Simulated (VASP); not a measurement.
Here is the system:

```
CELL_PARAMETERS angstrom
     -0.01214     2.42776     2.42776
      2.41562     0.00000     2.41562
      2.42776     2.42776    -0.01214
ATOMIC_POSITIONS crystal
  Y  0.00000 0.00000 0.00000
  N  0.50000 0.50000 0.50000
```

Method: PBEsol GGA, VASP's PBE PAW potentials (set 64) (plane waves; VASP). Settings: 600 eV cut-off, 10×10×10 Γ-centred mesh, Gaussian smearing of 0.050 eV, potentials Y_sv N.

Question: Estimate the energy per atom (σ→0).

Answer: 
| Item | Result |
|---|---|
| energy per atom (σ→0) | -9.566 eV/atom |

The absolute energy has meaning only against runs of the same code, potentials and settings.

The compound is YN in the rock salt structure. This cell was strained or had an atom moved on purpose.
